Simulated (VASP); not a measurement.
All values below come from PBE GGA with D3 dispersion (Becke-Johnson damping), VASP's PBE PAW potentials (set 64) (plane waves; VASP 6.6.1).

VASP input:

### INCAR
```
# general
SYSTEM  = Bi2Se3
PREC    = Accurate
ENCUT   = 480
LREAL   = Auto
LASPH   = .TRUE.

# electronic loop
EDIFF   = 1E-6
NELM    = 100
ALGO    = Normal
LMAXMIX = 4

# smearing
ISMEAR  = 0
SIGMA   = 0.05

# functional
GGA     = PE
IVDW    = 12

# ions
IBRION  = 2
NSW     = 60
ISIF    = 3
EDIFFG  = -0.02

# output
LWAVE   = .FALSE.
LCHARG  = .FALSE.
```

File POSCAR:
```
Bi2Se3
1
    4.1414801364    -0.0000000000     0.0000000000
   -2.0707400682     3.5866268356    -0.0000000000
    0.0000000000     0.0000000000    28.6240965933
Bi Se
6 9
Direct
  0.3333330000   0.6666670000   0.2664381172
  0.3333330000   0.6666670000   0.0668958828
  0.0000000000   0.0000000000   0.5997711172
  0.0000000000   0.0000000000   0.4002288828
  0.6666670000   0.3333330000   0.9331041172
  0.6666670000   0.3333330000   0.7335618828
  1.0000000000   0.0000000000   1.0000000000
  0.6666670000   0.3333330000   0.1219745516
  0.0000000000   0.0000000000   0.2113584484
  0.6666670000   0.3333330000   0.3333330000
  0.3333330000   0.6666670000   0.4553085516
  0.6666670000   0.3333330000   0.5446914484
  0.3333330000   0.6666670000   0.6666670000
  1.0000000000   1.0000000000   0.7886415516
  0.3333330000   0.6666670000   0.8780254484
```

KPOINTS:
```
Automatic mesh
0
Gamma
6 6 1
0 0 0
```

POTCAR, in this order: Bi_d Se (PBE.64 set). Program: vasp_std.

Output

### OSZICAR
```
       N       E                     dE             d eps       ncg     rms          rms(c)
DAV:   1     0.157226995804E+04    0.15723E+04   -0.64033E+04  1204   0.165E+03
DAV:   2     0.184704555834E+03   -0.13876E+04   -0.13488E+04  1252   0.445E+02
DAV:   3    -0.450019017330E+02   -0.22971E+03   -0.21821E+03  1408   0.195E+02
DAV:   4    -0.618835012818E+02   -0.16882E+02   -0.16434E+02  1418   0.507E+01
DAV:   5    -0.628264273116E+02   -0.94293E+00   -0.93739E+00  1614   0.113E+01    0.895E+00
DAV:   6    -0.604169760574E+02    0.24095E+01   -0.53839E+00  1560   0.813E+00    0.563E+00
DAV:   7    -0.604618522384E+02   -0.44876E-01   -0.15293E+00  1490   0.312E+00    0.267E+00
DAV:   8    -0.604931492226E+02   -0.31297E-01   -0.26462E-01  1482   0.160E+00    0.846E-01
DAV:   9    -0.604876932754E+02    0.54559E-02   -0.30308E-02  1466   0.713E-01    0.277E-01
DAV:  10    -0.604889622600E+02   -0.12690E-02   -0.12920E-02  1370   0.289E-01    0.106E-01
DAV:  11    -0.604891912682E+02   -0.22901E-03   -0.90018E-04  1562   0.116E-01    0.571E-02
DAV:  12    -0.604892867071E+02   -0.95439E-04   -0.25393E-04  1522   0.496E-02    0.268E-02
DAV:  13    -0.604892886233E+02   -0.19162E-05   -0.57336E-05  1674   0.394E-02    0.104E-02
DAV:  14    -0.604892887336E+02   -0.11033E-06   -0.90570E-06  1186   0.902E-03
   1 F= -.66503641E+02 E0= -.66503624E+02  d E =-.665036E+02
       N       E                     dE             d eps       ncg     rms          rms(c)
DAV:   1    -0.604893008672E+02   -0.12244E-04   -0.88802E-02  1324   0.875E-01    0.448E-02
DAV:   2    -0.604895742122E+02   -0.27335E-03   -0.31730E-03  1666   0.254E-01    0.269E-02
DAV:   3    -0.604895710000E+02    0.32122E-05   -0.90645E-05  1378   0.389E-02    0.169E-02
DAV:   4    -0.604895677617E+02    0.32383E-05   -0.11720E-05  1426   0.143E-02    0.987E-03
DAV:   5    -0.604895660587E+02    0.17030E-05   -0.38490E-06  1052   0.111E-02    0.472E-03
DAV:   6    -0.604895660106E+02    0.48092E-07   -0.12587E-06   728   0.631E-03
   2 F= -.66504178E+02 E0= -.66504161E+02  d E =-.536963E-03
       N       E                     dE             d eps       ncg     rms          rms(c)
DAV:   1    -0.604876233168E+02    0.19427E-02   -0.79921E-01  1300   0.262E+00    0.133E-01
DAV:   2    -0.604900583745E+02   -0.24351E-02   -0.28430E-02  1646   0.761E-01    0.780E-02
DAV:   3    -0.604900407916E+02    0.17583E-04   -0.79850E-04  1358   0.114E-01    0.498E-02
DAV:   4    -0.604900173503E+02    0.23441E-04   -0.10263E-04  1638   0.413E-02    0.295E-02
DAV:   5    -0.604900064037E+02    0.10947E-04   -0.31758E-05  1448   0.302E-02    0.138E-02
DAV:   6    -0.604900061603E+02    0.24345E-06   -0.10820E-05  1492   0.177E-02    0.770E-03
DAV:   7    -0.604900064779E+02   -0.31756E-06   -0.22296E-06   834   0.755E-03
   3 F= -.66505408E+02 E0= -.66505391E+02  d E =-.176681E-02
```

### OUTCAR
```
------------------------ aborting loop because EDIFF is reached ----------------------------------------
 Edisp (eV)   -6.01540
  FORCE on cell =-STRESS in cart. coord.  units (eV):
  Direction    XX          YY          ZZ          XY          YZ          ZX
  --------------------------------------------------------------------------------------
  Total      -0.05499    -0.05499    -0.29287     0.00000     0.00000     0.00000
  in kB      -0.20726    -0.20726    -1.10383     0.00000     0.00000     0.00000
  external pressure =       -0.51 kB  Pullay stress =        0.00 kB
  volume of cell :      425.09
      direct lattice vectors                 reciprocal lattice vectors
     4.140215557  0.000000000  0.000000000     0.241533318  0.139449333  0.000000000
    -2.070107778  3.585531678 -0.000000000    -0.000000000  0.278898665  0.000000000
     0.000000000 -0.000000000 28.635756563    -0.000000000  0.000000000  0.034921375
 POSITION                                       TOTAL-FORCE (eV/Angst)
 -----------------------------------------------------------------------------------
     -0.00000      2.39036      7.62415         0.000000      0.000000     -0.010696
     -0.00000      2.39036      1.92112         0.000000     -0.000000      0.010696
      0.00000     -0.00000     17.16939        -0.000000      0.000000     -0.010696
      0.00000     -0.00000     11.46636         0.000000     -0.000000      0.010696
      2.07011      1.19518     26.71464        -0.000000      0.000000     -0.010696
      2.07011      1.19518     21.01161        -0.000000     -0.000000      0.010696
     -0.00000      0.00000      0.00000        -0.000000     -0.000000      0.000000
      2.07011      1.19518      3.49836         0.000000     -0.000000      0.018664
     -2.07011      3.58553      6.04688         0.000000      0.000000     -0.018664
      2.07011      1.19518      9.54524         0.000000      0.000000      0.000000
     -0.00000      2.39036     13.04364        -0.000000     -0.000000      0.018664
      2.07011      1.19518     15.59212         0.000000      0.000000     -0.018664
     -0.00000      2.39036     19.09051         0.000000     -0.000000      0.000000
      0.00000     -0.00000     22.58888        -0.000000     -0.000000      0.018664
     -0.00000      2.39036     25.13739         0.000000      0.000000     -0.018664
 -----------------------------------------------------------------------------------
    total drift:                                0.000000      0.000000      0.000000
  FREE ENERGIE OF THE ION-ELECTRON SYSTEM (eV)
  ---------------------------------------------------
  free  energy   TOTEN  =       -66.5054078104 eV

  energy  without entropy=      -66.5053749982  energy(sigma->0) =      -66.50539140

 reached required accuracy - stopping structural energy minimisation
```
(Selected blocks of OUTCAR.)

### CONTCAR
```
Bi2Se3
   1.00000000000000
     4.1402155568446668    0.0000000000000000    0.0000000000000000
    -2.0701077784223334    3.5855316777373418   -0.0000000000000000
     0.0000000000000000   -0.0000000000000000   28.6357565627443371
  Bi              Se
     6     9
Direct
     0.3333330000000032    0.6666669999999968    0.2662458527761748
     0.3333330000000032    0.6666669999999968    0.0670881472238259
     0.0000000000000000    0.0000000000000000    0.5995788527761708
     0.0000000000000000    0.0000000000000000    0.4004211472238291
     0.6666669999999968    0.3333330000000032    0.9329118527761741
     0.6666669999999968    0.3333330000000032    0.7337541472238253
     0.0000000000000000    0.0000000000000000    0.0000000000000000
     0.6666669999999968    0.3333330000000032    0.1221676949598972
     0.0000000000000000    1.0000000000000000    0.2111653050400989
     0.6666669999999968    0.3333330000000032    0.3333330000000032
     0.3333330000000032    0.6666669999999968    0.4555016949598979
     0.6666669999999968    0.3333330000000032    0.5444983050401021
     0.3333330000000032    0.6666669999999968    0.6666669999999968
     0.0000000000000000    0.0000000000000000    0.7888346949599011
     0.3333330000000032    0.6666669999999968    0.8778323050401028
```

The compound is Bi2Se3 in the tetradymite structure. This run relaxes it. Symmetry was kept, so distortions that lower it aren't found. The start is the result of an earlier pass.
